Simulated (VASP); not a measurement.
Level of theory: optB88-vdW, VASP's PBE PAW potentials (set 64) (plane waves; VASP).

The input files of a VASP run:

**POSCAR**
```
KCl
1
    0.0000000000     3.0596373225     3.0596373225
    3.0596373225     0.0000000000     3.0596373225
    3.0596373225     3.0596373225     0.0000000000
K Cl
1 1
Direct
  0.0000000000   0.0000000000   0.0000000000
  0.5000000000   0.5000000000   0.5000000000
```

KPOINTS:
```
Automatic mesh
0
Gamma
7 7 7
0 0 0
```

INCAR:
```
AGGAC=0.0
ALGO=Normal
EDIFF=1E-7
ENCUT=520
GGA=BO
ISIF=2
ISMEAR=0
LASPH=.True.
LCHARG=.False.
LREAL=.False.
LUSE_VDW=.True.
LWAVE=.False.
NELM=100
PARAM1=0.1833333333
PARAM2=0.22
PREC=Accurate
SIGMA=0.05
SYSTEM=KCl
```

POTCAR, in this order: K_sv Cl (PBE.64 set). Program: vasp_std.

Output

OSZICAR:
```
       N       E                     dE             d eps       ncg     rms          rms(c)
DAV:   1     0.106983586232E+03    0.10698E+03   -0.73090E+03   480   0.121E+03
DAV:   2     0.289480236550E+01   -0.10409E+03   -0.95284E+02   588   0.278E+02
DAV:   3    -0.321584739602E+01   -0.61106E+01   -0.60855E+01   620   0.626E+01
DAV:   4    -0.340646437937E+01   -0.19062E+00   -0.19043E+00   832   0.105E+01
DAV:   5    -0.340788992699E+01   -0.14255E-02   -0.14255E-02   636   0.971E-01    0.438E+00
DAV:   6    -0.310539689456E+01    0.30249E+00   -0.57761E-01   576   0.425E+00    0.342E+00
DAV:   7    -0.308316443331E+01    0.22232E-01   -0.13247E-01   620   0.227E+00    0.186E+00
DAV:   8    -0.308835909544E+01   -0.51947E-02   -0.17728E-02   676   0.123E+00    0.208E-01
DAV:   9    -0.308848793655E+01   -0.12884E-03   -0.72043E-04   640   0.179E-01    0.950E-02
DAV:  10    -0.308877072611E+01   -0.28279E-03   -0.24056E-04   548   0.150E-01    0.102E-02
DAV:  11    -0.308877380612E+01   -0.30800E-05   -0.84672E-06   808   0.216E-02    0.526E-03
DAV:  12    -0.308877434424E+01   -0.53812E-06   -0.10236E-06   580   0.925E-03    0.152E-03
DAV:  13    -0.308877440180E+01   -0.57564E-07   -0.73505E-08   472   0.258E-03
   1 F= -.30887744E+01 E0= -.30887744E+01  d E =-.190598E-13
```

File OUTCAR:
```
------------------------ aborting loop because EDIFF is reached ----------------------------------------
  FORCE on cell =-STRESS in cart. coord.  units (eV):
  Direction    XX          YY          ZZ          XY          YZ          ZX
  --------------------------------------------------------------------------------------
  Total        0.5380469      0.5380469      0.5380469      0.0000000      0.0000000      0.0000000
  in kB       15.0484202     15.0484202     15.0484202      0.0000000      0.0000000      0.0000000
  external PRESSURE =      15.0484202 kB  Pullay stress =       0.0000000 kB
  volume of cell :       57.28
      direct lattice vectors                 reciprocal lattice vectors
     0.000000000  3.059637322  3.059637322    -0.163418061  0.163418061  0.163418061
     3.059637322  0.000000000  3.059637322     0.163418061 -0.163418061  0.163418061
     3.059637322  3.059637322  0.000000000     0.163418061  0.163418061 -0.163418061
  FREE ENERGIE OF THE ION-ELECTRON SYSTEM (eV)
  ---------------------------------------------------
  free  energy   TOTEN  =        -3.0887744018 eV

  energy  without entropy=       -3.0887744018  energy(sigma->0) =       -3.08877440
```
(Selected blocks of OUTCAR.)

The compound is KCl in the rock salt structure. This cell is one point of a volume scan, at 0.94 of the reference volume.
